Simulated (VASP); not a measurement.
VASP input:

File POSCAR:
```
LiF
1
    0.0000000000     2.0020442322     2.0020442322
    2.0020442322     0.0000000000     2.0020442322
    2.0020442322     2.0020442322     0.0000000000
Li F
1 1
Direct
  0.0000000000   0.0000000000   0.0000000000
  0.5000000000   0.5000000000   0.5000000000
```

File KPOINTS:
```
Automatic mesh
0
Gamma
11 11 11
0 0 0
```

**INCAR**
```
! general
SYSTEM   =  LiF
PREC     =  Accurate
ENCUT    =  620
LREAL    =  .False.
LASPH    =  .True.

! electronic loop
EDIFF    =  1E-6
NELM     =  100
ALGO     =  Normal

! smearing
ISMEAR   =  0
SIGMA    =  0.05

! functional
GGA      =  PS

! ions
IBRION   =  2
NSW      =  40
ISIF     =  3
EDIFFG   =  -0.02
PSTRESS  =  50

! output
LWAVE    =  .False.
LCHARG   =  .False.
```

POTCAR, in this order: Li_sv F (PBE.64 set). Program: vasp_std.

Question: Translate this PBEsol calculation to Ansatz.

Answer: One equivalent input (not run):
Ansatz 0.2 input:
```yaml
crystal:
  lattice:
    - [0.0000000, 2.0020442, 2.0020442]
    - [2.0020442, 0.0000000, 2.0020442]
    - [2.0020442, 2.0020442, 0.0000000]
  atoms:
    - { symbol: Li, position: [0.0000000, 0.0000000, 0.0000000] }
    - { symbol: F, position: [0.5000000, 0.5000000, 0.5000000] }
kpoints:
  mp_grid: { grid: [11, 11, 11] }
hamiltonian:
  xc: pbesol
  pseudopotentials: { kind: paw }
scf:
  occupations: { method: gaussian, width: 0.05 }
  max_iter: 100
relax:
  max_steps: 40
  f_tol: 0.02
  cell: { p_target: 5 }
output: { forces: true, stress: true, eigenvalues: true }
```
What does not carry over: each code has its own PAW files, so the cut-off isn't converted (ENCUT is set for VASP's; basis.ecutwfc is left out, and Ansatz then takes the one that its files recommend); Ansatz stops its SCF on the density residual and VASP on the energy change (EDIFF).

The compound is LiF in the rock salt structure. This run relaxes it under an external pressure of 5 GPa. Symmetry was kept, so distortions that lower it aren't found.
